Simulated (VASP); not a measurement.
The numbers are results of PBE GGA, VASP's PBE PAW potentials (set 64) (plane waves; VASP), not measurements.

VASP ran on this input.

### POSCAR
```
Co
1.0
  1.2461446587  -2.1583860939   0.0000000000
  1.2461446587   2.1583860939   0.0000000000
  0.0000000000   0.0000000000   4.0283426653
Co
2
Cartesian
  1.2461446587   0.7194634702   1.0070856663
  1.2461446587  -0.7194634702   3.0212569990
```

INCAR:
```
SYSTEM = Co
PREC = Accurate
ENCUT = 520
EDIFF = 1E-6
NELM = 100
ALGO = Normal
LREAL = .FALSE.
LASPH = .TRUE.
ISMEAR = 1
SIGMA = 0.1
GGA = PE
LMAXMIX = 4
ISPIN = 2
MAGMOM = 1.6 1.6
LORBIT = 10
LWAVE = .FALSE.
LCHARG = .FALSE.
IBRION = 2
ISIF = 3
NSW = 60
EDIFFG = -0.01
```

**KPOINTS**
```
Automatic mesh
0
Gamma
15 15 8
0 0 0
```

POTCAR, in this order: Co (PBE.64 set). Program: vasp_std.

The resulting files:

OSZICAR:
```
       N       E                     dE             d eps       ncg     rms          rms(c)
DAV:   1     0.806485256563E+02    0.80649E+02   -0.83847E+03  8260   0.160E+03
DAV:   2    -0.139712504614E+02   -0.94620E+02   -0.87360E+02  8114   0.256E+02
DAV:   3    -0.161643033225E+02   -0.21931E+01   -0.21387E+01  9703   0.556E+01
DAV:   4    -0.161971733420E+02   -0.32870E-01   -0.32862E-01 11599   0.516E+00
DAV:   5    -0.161974942736E+02   -0.32093E-03   -0.32093E-03 10015   0.484E-01    0.148E+01
DAV:   6    -0.145090291690E+02    0.16885E+01   -0.13739E+01  8709   0.755E+01    0.733E+00
DAV:   7    -0.141040866183E+02    0.40494E+00   -0.19186E+00  9038   0.273E+01    0.385E+00
DAV:   8    -0.140885536778E+02    0.15533E-01   -0.22037E-02 11068   0.170E+00    0.190E+00
DAV:   9    -0.140727989405E+02    0.15755E-01   -0.57125E-03 12108   0.132E+00    0.627E-01
DAV:  10    -0.140733451337E+02   -0.54619E-03   -0.16566E-03 11141   0.602E-01    0.141E-01
DAV:  11    -0.140732793088E+02    0.65825E-04   -0.69490E-05 11155   0.116E-01    0.280E-02
DAV:  12    -0.140732758728E+02    0.34360E-05   -0.51974E-06  8864   0.248E-02    0.155E-02
DAV:  13    -0.140732751523E+02    0.72042E-06   -0.20795E-06  6612   0.227E-02
   1 F= -.14073275E+02 E0= -.14073363E+02  d E =-.140733E+02  mag=     3.2468
```

File OUTCAR:
```
------------------------ aborting loop because EDIFF is reached ----------------------------------------
  FORCE on cell =-STRESS in cart. coord.  units (eV):
  Direction    XX          YY          ZZ          XY          YZ          ZX
  --------------------------------------------------------------------------------------
  Total        0.0033544      0.0033544     -0.0088340      0.0000000      0.0000000      0.0000000
  in kB        0.2480140      0.2480141     -0.6531505      0.0000000      0.0000000      0.0000000
  external PRESSURE =      -0.0523741 kB  Pullay stress =       0.0000000 kB
  volume of cell :       21.67
      direct lattice vectors                 reciprocal lattice vectors
     1.246144659 -2.158386094  0.000000000     0.401237526 -0.231654569  0.000000000
     1.246144659  2.158386094  0.000000000     0.401237526  0.231654569  0.000000000
     0.000000000  0.000000000  4.028342665     0.000000000  0.000000000  0.248241047
 POSITION                                       TOTAL-FORCE (eV/Angst)
 -----------------------------------------------------------------------------------
      1.24614      0.71946      1.00709        -0.000000     -0.000000      0.000000
      1.24614     -0.71946      3.02126         0.000000      0.000000      0.000000
 -----------------------------------------------------------------------------------
    total drift:                               -0.000023      0.000000     -0.000028
  FREE ENERGIE OF THE ION-ELECTRON SYSTEM (eV)
  ---------------------------------------------------
  free  energy   TOTEN  =       -14.0732751523 eV

  energy  without entropy=      -14.0735378783  energy(sigma->0) =      -14.07336273

 total charge

# of ion       s       p       d       tot
------------------------------------------
    1        0.490   0.522   7.263   8.276
    2        0.490   0.522   7.263   8.276
--------------------------------------------------
tot          0.980   1.045  14.527  16.551

 magnetization (x)

# of ion       s       p       d       tot
------------------------------------------
    1       -0.014  -0.053   1.710   1.642
    2       -0.014  -0.053   1.710   1.642
--------------------------------------------------
tot         -0.028  -0.106   3.419   3.285

 reached required accuracy - stopping structural energy minimisation
```
(Selected blocks of OUTCAR.)

The compound is Co in the hcp structure. It was relaxed first. The start is the result of an earlier pass.
